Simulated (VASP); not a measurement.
Set up this calculation in VASP 6.6.1, as the native input.

| Property | Result |
| --- | --- |
| Task | band structure |
| Functional | PBE |
| Potentials or basis | VASP PAW PBE potentials, release 64 (In_d, Ga_d, O) |
| Cutoff | 520 eV |
| k mesh | 10 × 10 × 2 |
| Occupations | gaussian, width 0.1 eV |
| Spin | no spin polarisation |
| Further INCAR settings | ALGO = Normal; EDIFF = 1e-06; NBANDS = 41 |

The structure of InGaO lies in POSCAR:

```
InGaO
1.0
    3.1583980000      0.0000000000      0.0000000000
   -1.5791990000      2.7352530000      0.0000000000
    0.0000000000      0.0000000000     14.1159400000
In Ga O
2 2 2
Direct
    0.3333330000      0.6666670000      0.6017850000
    0.6666670000      0.3333330000      0.3982150000
    0.0000000000      0.0000000000      0.0892050000
    0.0000000000      0.0000000000      0.9107950000
    0.3333330000      0.6666670000      0.1405300000
    0.6666670000      0.3333330000      0.8594700000
```

The cell was built by a generator and needn't be a form met in nature.

These files were run (other wordings do the same):

INCAR

```
  PREC = Accurate
  ENCUT = 520
  EDIFF = 1E-6
  ISMEAR = 0
  SIGMA = 0.1
  LREAL = False
  LASPH = True
  NELM = 100
  ALGO = Normal
  ISIF = 2
  LWAVE = False
  LCHARG = False
  GGA = PE
  NBANDS = 41
```

KPOINTS

```
Automatic mesh
0
Gamma
  10 10 2
```

KPOINTS_OPT

```
path GMKGALHA,LM,KH
15
line-mode
reciprocal
 0.0000000000  0.0000000000  0.0000000000  G
 0.5000000000  0.0000000000  0.0000000000  M

 0.5000000000  0.0000000000  0.0000000000  M
 0.3333333333  0.3333333333  0.0000000000  K

 0.3333333333  0.3333333333  0.0000000000  K
 0.0000000000  0.0000000000  0.0000000000  G

 0.0000000000  0.0000000000  0.0000000000  G
 0.0000000000  0.0000000000  0.5000000000  A

 0.0000000000  0.0000000000  0.5000000000  A
 0.5000000000  0.0000000000  0.5000000000  L

 0.5000000000  0.0000000000  0.5000000000  L
 0.3333333333  0.3333333333  0.5000000000  H

 0.3333333333  0.3333333333  0.5000000000  H
 0.0000000000  0.0000000000  0.5000000000  A

 0.5000000000  0.0000000000  0.5000000000  L
 0.5000000000  0.0000000000  0.0000000000  M

 0.3333333333  0.3333333333  0.0000000000  K
 0.3333333333  0.3333333333  0.5000000000  H
```

Potentials or basis: VASP PAW PBE potentials, release 64 (In_d, Ga_d, O).

Run with:

```sh
$ cat potpaw_PBE.64/In_d/POTCAR potpaw_PBE.64/Ga_d/POTCAR potpaw_PBE.64/O/POTCAR > POTCAR
$ mpirun -np 1 vasp_std > vasp.out
```

It gave:

The pressure is 0.0 GPa. The largest force is 0.007 eV/Å and the band gap along the path is none (metal or under the smearing width).

Caveat: spin-orbit coupling is left out, which moves the levels of the heavy elements.

It took 12 min on 1 thread of Intel(R) Xeon(R) Platinum 8375C CPU @ 2.90GHz (Ice Lake), with other jobs on the host, peak memory 0.34 GiB.
